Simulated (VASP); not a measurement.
## MgZr2O3: density of states with PBE

MgZr2O3:

```xyz
6
Lattice="5.3830 0.0000 0.0000 -2.6915 4.6618 0.0000 0.0000 0.0000 3.1012" Properties=species:S:1:pos:R:3 pbc="T T T"
Mg    0.0000    0.0000    0.0000
Zr    0.0000    3.1079    1.5506
Zr    2.6915    1.5539    1.5506
O     2.2190    0.0000    0.0000
O     4.2735    1.9217    0.0000
O     1.5820    2.7401    0.0000
```

The cell was built by a generator and needn't be a form met in nature.

* Program: VASP 6.6.1
* Task: density of states
* Functional: PBE
* Potentials or basis: VASP PAW PBE potentials, release 64 (Mg, Zr_sv, O)
* Cutoff: 520 eV
* k mesh: 6 × 6 × 10
* Occupations: gaussian, width 0.1 eV
* Spin: no spin polarisation
* k mesh for the DOS: 9 × 9 × 15
* Occupations for the DOS: tetrahedron
* Further INCAR settings: ALGO = Normal; EDIFF = 1e-06

```yaml
Valence_electrons_inside_the_program's_atomic_spheres: Mg 0.34; Zr 9.75; O 5.04
```

Levels at points of the mesh, in eV from the Fermi level:
```tsv
k point	band 19	band 20	band 21	band 22	band 23	band 24	band 25	band 26
(0.00, 0.00, 0.00)	-4.93	-4.88	-2.71	-0.64	0.66	0.66	1.74	1.77
```

States per cell in windows of 0.5 eV (zero at the Fermi level; states under -8 eV left out):
| from (eV) | total | Zr2_d | Zr3_d | O4_p | O5_p | O6_p | Mg1_s |
| --- | --- | --- | --- | --- | --- | --- | --- |
| -8.0 | 1.73 | 0.10 | 0.10 | 0.26 | 0.26 | 0.26 | 0.02 |
| -7.5 | 2.89 | 0.15 | 0.15 | 0.46 | 0.46 | 0.46 | 0.02 |
| -7.0 | 2.80 | 0.17 | 0.17 | 0.48 | 0.48 | 0.48 | 0.00 |
| -6.5 | 3.85 | 0.21 | 0.21 | 0.71 | 0.71 | 0.71 | 0.01 |
| -6.0 | 2.05 | 0.09 | 0.09 | 0.39 | 0.39 | 0.39 | 0.01 |
| -5.5 | 2.68 | 0.08 | 0.08 | 0.56 | 0.56 | 0.56 | 0.01 |
| -5.0 | 1.91 | 0.03 | 0.03 | 0.42 | 0.42 | 0.42 | 0.01 |
| -4.5 | 0.00 | 0.00 | 0.00 | 0.00 | 0.00 | 0.00 | 0.00 |
| -4.0 | 0.00 | 0.00 | 0.00 | 0.00 | 0.00 | 0.00 | 0.00 |
| -3.5 | 0.00 | 0.00 | 0.00 | 0.00 | 0.00 | 0.00 | 0.00 |
| -3.0 | 0.07 | 0.01 | 0.01 | 0.00 | 0.00 | 0.00 | 0.00 |
| -2.5 | 0.24 | 0.04 | 0.04 | 0.01 | 0.01 | 0.01 | 0.00 |
| -2.0 | 0.63 | 0.10 | 0.10 | 0.02 | 0.02 | 0.02 | 0.01 |
| -1.5 | 0.97 | 0.14 | 0.14 | 0.04 | 0.04 | 0.04 | 0.02 |
| -1.0 | 0.46 | 0.08 | 0.08 | 0.02 | 0.02 | 0.02 | 0.01 |
| -0.5 | 1.63 | 0.32 | 0.32 | 0.08 | 0.08 | 0.08 | 0.03 |
| 0.0 | 1.43 | 0.34 | 0.34 | 0.05 | 0.05 | 0.05 | 0.00 |
| 0.5 | 1.04 | 0.28 | 0.28 | 0.04 | 0.04 | 0.04 | 0.01 |
| 1.0 | 0.73 | 0.21 | 0.21 | 0.02 | 0.02 | 0.02 | 0.02 |
| 1.5 | 1.39 | 0.41 | 0.41 | 0.04 | 0.04 | 0.04 | 0.02 |
| 2.0 | 1.77 | 0.55 | 0.55 | 0.04 | 0.04 | 0.04 | 0.02 |
| 2.5 | 1.54 | 0.51 | 0.51 | 0.03 | 0.03 | 0.03 | 0.02 |
| 3.0 | 0.08 | 0.03 | 0.03 | 0.00 | 0.00 | 0.00 | 0.00 |
| 3.5 | 0.00 | 0.00 | 0.00 | 0.00 | 0.00 | 0.00 | 0.00 |
| 4.0 | 0.00 | 0.00 | 0.00 | 0.00 | 0.00 | 0.00 | 0.00 |
| 4.5 | 0.00 | 0.00 | 0.00 | 0.00 | 0.00 | 0.00 | 0.00 |

Run time: 94 s on 4 MPI ranks on AMD EPYC 7R43 64-Core Processor (Zen 3), on a shared host, peak memory 0.28 GiB a rank.
